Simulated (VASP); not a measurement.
Here is the system:

```yaml
crystal:
  lattice:
    - [0.00000, 2.86086, 2.86086]
    - [2.86086, 0.00000, 2.86086]
    - [2.86086, 2.86086, 0.00000]
  atoms:
    - { symbol: Li, position: [0.25000, 0.25000, 0.25000] }
    - { symbol: Li, position: [0.75000, 0.75000, 0.75000] }
    - { symbol: S, position: [0.00000, 0.00000, 0.00000] }
```

Computed with PBEsol GGA, VASP's PBE PAW potentials (set 64) (plane waves; VASP 6.6.1). Run with 400 eV cut-off, 7×7×7 Γ-centred mesh, Fermi-Dirac smearing of 0.050 eV, potentials Li_sv S.

Question: Give the energies of bands 4 to 9 at the high-symmetry points, in eV from the valence-band maximum.

Answer: 
```
band     Γ      X      U      L      W
----  ----  -----  -----  -----  -----
4     0.00  -2.11  -2.06  -2.86  -1.80
5     0.00  -1.42  -1.93  -0.51  -1.80
6     0.00  -1.42  -1.15  -0.51  -1.77
7     4.11   3.21   4.44   6.07   5.30
8     6.13   7.18   8.10   6.46   7.11
9     6.13  10.87   9.26   6.46   8.93
```

The gap is indirect, 3.21 eV, from the valence maximum at Γ to the conduction minimum at X.

The structure is a typed Li2S crystal. The cell was not relaxed at this level.
